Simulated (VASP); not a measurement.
# Zr: surface energy and work function by face, part 2 of 5

Aim: compare the low-index faces of Zr at one level of theory.

VASP 6.6.1; r2SCAN; plane waves and PAW (Zr_sv).

So far. Step 3 (The bulk reference, job self-consistent run, k-mesh …): The run ends at a pressure of -0.62 GPa.

### Step 4. Relaxing the slab, 8 atoms, face Zr(0001)

System of this step: Zr(0001). The cell holds 8 atoms: 8 Zr. Cell: a = 3.246 Å, b = 3.246 Å, c = 33.025 Å, α = 90.0°, β = 90.0°, γ = 60.0°. It derives from Zr. 8 layers of hcp Zr, cut at this functional's lattice. Vacuum lies along c.

All atoms relax at the fixed cell.

INCAR

```
SYSTEM = Zr
PREC = Normal
ENCUT = 320
EDIFF = 1E-05
NELM = 120
ISMEAR = 1
SIGMA = 0.15
LREAL = .FALSE.
ALGO = Normal
METAGGA = R2SCAN
LASPH = .TRUE.
NBANDS = 59
LORBIT = 11
LWAVE = .FALSE.
LCHARG = .FALSE.
KPAR = 4
IBRION = 2
NSW = 40
ISIF = 2
EDIFFG = -0.03
POTIM = 0.4
MAXMIX = 40
```

POSCAR

```
Zr
1.0
    3.2455109009      0.0000000000      0.0000000000
    1.6227554504      2.8106948884      0.0000000000
    0.0000000000      0.0000000000     33.0245487611
Zr
8
Direct
    0.6666666700      0.6666666700      0.2271037800
    0.0000000000      0.0000000000      0.3050741300
    0.6666666700      0.6666666700      0.3830444800
    0.0000000000      0.0000000000      0.4610148300
    0.6666666700      0.6666666700      0.5389851700
    0.0000000000      0.0000000000      0.6169555200
    0.6666666700      0.6666666700      0.6949258700
    0.0000000000      0.0000000000      0.7728962200
```

KPOINTS

```
Automatic mesh
0
Gamma
12 12 1
0 0 0
```

PAW data sets: Zr_sv (PBE family, release 64).

On the command line:

```
mpirun -np 4 vasp_std
```

Log:

```text
[banner, memory and clock lines left out]
running    4 mpi-ranks, on    1 nodes
 distrk:  each k-point on    1 cores,    4 groups
 distr:  one band on    1 cores,    1 groups

 POSCAR found type information on POSCAR Zr
 POSCAR found :  1 types and       8 ions
 [... a notice as in an earlier step ...]

 LDA part: xc-table for (None), standard interpolation
 POSCAR, INCAR and KPOINTS ok, starting setup
 FFT: planning ... GRIDC
 FFT: planning ... GRID_SOFT
 FFT: planning ... GRID
 WAVECAR not read
 entering main loop
       N       E                     dE             d eps       ncg     rms          rms(c)
DAV:   1     0.611314246225E+03    0.61131E+03   -0.42959E+04  2778   0.111E+03
DAV:   2    -0.133058303813E+03   -0.74437E+03   -0.72390E+03  2486   0.388E+02
DAV:   3    -0.215415326097E+03   -0.82357E+02   -0.79909E+02  3564   0.751E+01
DAV:   4    -0.233177419190E+03   -0.17762E+02   -0.17587E+02  3868   0.347E+01
DAV:   5    -0.235841003037E+03   -0.26636E+01   -0.26591E+01  3308   0.105E+01    0.351E+01
DAV:   6    -0.241285912042E+03   -0.54449E+01   -0.35488E+02  3308   0.560E+01    0.284E+01
DAV:   7    -0.271783828167E+03   -0.30498E+02   -0.19594E+03  3239   0.441E+01    0.280E+01
DAV:   8    -0.187186681851E+03    0.84597E+02   -0.14891E+02  3123   0.310E+01    0.141E+01
DAV:   9    -0.181770230966E+03    0.54165E+01   -0.57835E+01  3212   0.153E+01    0.871E+00
DAV:  10    -0.179469641930E+03    0.23006E+01   -0.15770E+01  3044   0.928E+00    0.467E+00
DAV:  11    -0.180008304673E+03   -0.53866E+00   -0.44736E+00  3004   0.590E+00    0.344E+00
DAV:  12    -0.180559627138E+03   -0.55132E+00   -0.13867E+00  3006   0.421E+00    0.382E+00
DAV:  13    -0.179825953736E+03    0.73367E+00   -0.19047E+00  2932   0.358E+00    0.170E+00
DAV:  14    -0.179914401356E+03   -0.88448E-01   -0.27747E-01  2646   0.226E+00    0.916E-01
DAV:  15    -0.179915839947E+03   -0.14386E-02   -0.15502E-01  3105   0.119E+00    0.605E-01
DAV:  16    -0.179934010099E+03   -0.18170E-01   -0.48854E-02  2972   0.888E-01    0.574E-01
DAV:  17    -0.179919273720E+03    0.14736E-01   -0.77712E-02  3046   0.753E-01    0.245E-01
DAV:  18    -0.179919203701E+03    0.70019E-04   -0.10599E-02  2876   0.311E-01    0.127E-01
DAV:  19    -0.179919156323E+03    0.47378E-04   -0.17927E-03  2980   0.168E-01    0.525E-02
DAV:  20    -0.179919388365E+03   -0.23204E-03   -0.12248E-03  2897   0.854E-02    0.516E-02
DAV:  21    -0.179919420945E+03   -0.32579E-04   -0.62239E-04  2820   0.862E-02    0.178E-02
DAV:  22    -0.179919537927E+03   -0.11698E-03   -0.16623E-04  2532   0.453E-02    0.188E-02
DAV:  23    -0.179919616771E+03   -0.78845E-04   -0.77015E-05  2284   0.357E-02    0.111E-02
DAV:  24    -0.179919656218E+03   -0.39447E-04   -0.13162E-05  1652   0.195E-02    0.731E-03
DAV:  25    -0.179919687296E+03   -0.31078E-04   -0.15111E-05  1676   0.202E-02    0.388E-03
DAV:  26    -0.179919724956E+03   -0.37660E-04   -0.88369E-06  1526   0.159E-02    0.175E-03
DAV:  27    -0.179919751950E+03   -0.26993E-04   -0.10607E-05  1499   0.178E-02    0.335E-03
DAV:  28    -0.179919759979E+03   -0.80294E-05   -0.37409E-06  1395   0.129E-02
   1 F= -.17991976E+03 E0= -.17991993E+03  d E =-.179920E+03
 curvature:   0.00 expect dE= 0.000E+00 dE for cont linesearch  0.000E+00
 trial: gam= 0.00000 g(F)=  0.553E-01 g(S)=  0.000E+00 ort = 0.000E+00 (trialstep = 0.100E+01)
 search vector abs. value=  0.553E-01
 bond charge predicted
       N       E                     dE             d eps       ncg     rms          rms(c)
DAV:   1    -0.179858211608E+03    0.61540E-01   -0.11888E+01  2242   0.182E+01    0.439E-01
DAV:   2    -0.179968889249E+03   -0.11068E+00   -0.30815E-01  2529   0.277E+00    0.362E-01
DAV:   3    -0.179968475840E+03    0.41341E-03   -0.18066E-02  3508   0.507E-01    0.205E-01
DAV:   4    -0.179968314142E+03    0.16170E-03   -0.40807E-03  2928   0.331E-01    0.104E-01
DAV:   5    -0.179968387345E+03   -0.73204E-04   -0.11058E-03  3284   0.144E-01    0.672E-02
DAV:   6    -0.179968559325E+03   -0.17198E-03   -0.21655E-04  2700   0.788E-02    0.437E-02
DAV:   7    -0.179968630829E+03   -0.71503E-04   -0.18558E-04  2676   0.671E-02    0.904E-03
DAV:   8    -0.179968678585E+03   -0.47756E-04   -0.52737E-05  2436   0.407E-02    0.807E-03
DAV:   9    -0.179968696876E+03   -0.18292E-04   -0.14829E-05  1667   0.244E-02    0.394E-03
DAV:  10    -0.179968696035E+03    0.84174E-06   -0.10075E-05  1467   0.194E-02
   2 F= -.17996870E+03 E0= -.17996893E+03  d E =-.489361E-01
[...]
3 F= -.18002077E+03 E0= -.18002075E+03  d E =-.101011E+00
[...]
4 F= -.18002163E+03 E0= -.18002155E+03  d E =-.856696E-03
 ZBRENT: can't locate minimum, use default step
 trial-energy change:   -0.000857  1 .order   -0.000843   -0.000963   -0.000723
 step:   5.8422(harm=  5.8686)  dis= 0.01470  next Energy=  -180.022706 (dE=-0.193E-02)
 bond charge predicted
       N       E                     dE             d eps       ncg     rms          rms(c)
DAV:   1    -0.179997586565E+03    0.24037E-01   -0.26545E+00  2248   0.886E+00    0.221E-01
DAV:   2    -0.180022306707E+03   -0.24720E-01   -0.72768E-02  2424   0.140E+00    0.291E-02
DAV:   3    -0.180022765236E+03   -0.45853E-03   -0.28408E-03  3532   0.195E-01    0.106E-02
DAV:   4    -0.180022774407E+03   -0.91709E-05   -0.66279E-05  2497   0.358E-02
   5 F= -.18002277E+03 E0= -.18002255E+03  d E =-.200298E-02
 curvature:  -2.97 expect dE=-0.979E-04 dE for cont linesearch -0.150E-05
 trial: gam= 0.01057 g(F)=  0.329E-04 g(S)=  0.000E+00 ort = 0.184E-04 (trialstep = 0.234E+01)
 search vector abs. value=  0.334E-04
 reached required accuracy - stopping structural energy minimisation
```

Elapsed: 4.2 min, on 4 MPI ranks of Intel Xeon Platinum 8488C (Sapphire Rapids), shared host; peak memory 0.99 GiB.

From OUTCAR (step 4):

```text
  LATTYP: Found a hexagonal cell.
 ALAT       =     3.2455109008
 C/A-ratio  =    10.1754545802

 Subroutine GETGRP returns: Found 12 space group operations
 (whereof  6 operations were pure point group operations)

The static configuration has the point symmetry C_3v.
 The point group associated with its full space group is D_3d.

 Found     19 irreducible k-points:

   k-points           NKPTS =     19   k-points in BZ     NKDIM =     19   number of bands    NBANDS=     59

   dimension x,y,z NGX =    14 NGY =   14 NGZ =  150
   dimension x,y,z NGXF=    28 NGYF=   28 NGZF=  300

   ENCUT  =  320.0 eV  23.52 Ry    4.85 a.u.   4.73  4.73 48.17*2*pi/ulx,y,z

   NELECT =      96.0000    total number of electrons

 E-fermi :   4.0686

 k-point     1 :       0.0000    0.0000    0.0000
  band No.  band energies     occupation
    ...
     38       0.5960      2.00000
     39       0.8329      2.00000
     40       0.8931      2.00000
     41       3.8386      2.05230
     42       3.8549      2.06166
     43       4.2657     -0.06874
     44       4.3224     -0.03776
     45       4.6312     -0.00000
     46       4.7199     -0.00000
     47       4.8590     -0.00000
    ...

 k-point     2 :       0.0833   -0.0000    0.0000
  band No.  band energies     occupation
    ...
     39       1.0210      2.00000
     40       1.0748      2.00000
     41       3.6857      2.00183
     42       3.7233      2.00535
     43       4.0724      0.95704
     44       4.1503      0.21279
     45       4.3604     -0.01901
     46       4.4868     -0.00058
     47       4.5852     -0.00001
     48       4.6764     -0.00000
    ...

  Total       -2.4002849     -2.4002849     -1.2012926      0.0000000     -0.0000000     -0.0000000
  in kB      -12.7655549    -12.7655549     -6.3888943      0.0000000     -0.0000000     -0.0000000
  external PRESSURE =     -10.6400014 kB  Pullay stress =       0.0000000 kB

  energy-cutoff  :      320.00
  volume of cell :      301.25
      direct lattice vectors                 reciprocal lattice vectors
     3.245510901  0.000000000  0.000000000     0.308117899 -0.177891952  0.000000000
     1.622755450  2.810694888  0.000000000     0.000000000  0.355783904  0.000000000
     0.000000000  0.000000000 33.024548761     0.000000000  0.000000000  0.030280505

 POSITION                                       TOTAL-FORCE (eV/Angst)
 -----------------------------------------------------------------------------------
      3.24551      1.87380      7.58166         0.000000     -0.000000      0.005567
      0.00000      0.00000      9.99848        -0.000000      0.000000      0.017699
      3.24551      1.87380     12.64448         0.000000      0.000000      0.008732
      3.24551      0.00000     15.23023        -0.000000      0.000000     -0.002522
      3.24551      1.87380     17.79432         0.000000     -0.000000      0.002522
      0.00000      0.00000     20.38007        -0.000000      0.000000     -0.008732
      3.24551      1.87380     23.02607         0.000000      0.000000     -0.017699
      0.00000      0.00000     25.44289         0.000000      0.000000     -0.005567
 -----------------------------------------------------------------------------------
    total drift:                               -0.000116     -0.000067     -0.000081

  FREE ENERGIE OF THE ION-ELECTRON SYSTEM (eV)
  ---------------------------------------------------
  free  energy   TOTEN  =      -180.0227744065 eV

  energy  without entropy=     -180.0221059416  energy(sigma->0) =     -180.02255158

 total charge
# of ion       s       p       d       tot
------------------------------------------
    1        2.235   5.936   1.598   9.770
    2        2.226   5.970   1.586   9.782
    3        2.221   5.965   1.564   9.750
    4        2.223   5.966   1.572   9.762
    5        2.223   5.966   1.572   9.762
    6        2.221   5.965   1.564   9.750
    7        2.226   5.970   1.586   9.782
    8        2.235   5.936   1.598   9.770
--------------------------------------------------
tot         17.811  47.675  12.641  78.127

[... 1 part as in an earlier step ...]

[... 7 further parts left out ...]
```

The run keeps the 12 symmetry operations of its start, so it cannot find a distortion of lower symmetry.

Relaxation path:

```csv
step,energy less that of the first step (eV),largest force (eV/Å)
1,0.0000,0.6428
2,-0.0489,0.4780
3,-0.1010,0.0661
4,-0.1019,0.0481
5,-0.1030,0.0177
```

The atoms that moved most (Å):

```csv
atom,dx,dy,dz,length
Zr8,0.000,0.000,-0.082,0.082
Zr1,0.000,0.000,0.082,0.082
Zr7,0.000,0.000,0.076,0.076
Zr2,0.000,0.000,-0.076,0.076
Zr5,0.000,0.000,-0.005,0.005
Zr4,0.000,0.000,0.005,0.005
Zr3,0.000,0.000,-0.005,0.005
Zr6,0.000,0.000,0.005,0.005
```

The relaxed structure:

```cif
data_structure
_symmetry_space_group_name_H-M 'P 1'
_symmetry_Int_Tables_number 1
_cell_length_a 3.2455
_cell_length_b 3.2455
_cell_length_c 33.0245
_cell_angle_alpha 90.000
_cell_angle_beta 90.000
_cell_angle_gamma 60.000
_cell_volume 301.25
loop_
_atom_site_label
_atom_site_type_symbol
_atom_site_fract_x
_atom_site_fract_y
_atom_site_fract_z
_atom_site_occupancy
Zr1 Zr 0.66667 0.66667 0.22958 1
Zr2 Zr 0.00000 0.00000 0.30276 1
Zr3 Zr 0.66667 0.66667 0.38288 1
Zr4 Zr 0.00000 0.00000 0.46118 1
Zr5 Zr 0.66667 0.66667 0.53882 1
Zr6 Zr 0.00000 0.00000 0.61712 1
Zr7 Zr 0.66667 0.66667 0.69724 1
Zr8 Zr 0.00000 0.00000 0.77042 1
```

This step gave:

```yaml
electronic_cycles: 57
electrons: 96
free_energy_toten: -180.0228 eV
energy_at_zero_smearing: -180.0226 eV
fermi_energy: 4.069 eV
```

The run ended after 5 ionic steps, 0.103 eV below its first step, once the forces on the free atoms met EDIFFG = -0.03.

[end of part 2 of 5]

[Lines on the potential files, build, host, timing and source positions are cut from VASP's logs without a mark.]

[Logs are printed without paths, hosts, clocks, repeated set-up lines and the standing remarks that a program may print on its own settings, such as how far it seeks lower states.]

[Hosts, paths, dates, database ids (printed as entryN), source tags and the programs' standing remarks are cut or masked in the printed files.]

[Runs that stopped without an error message from VASP are left out.]
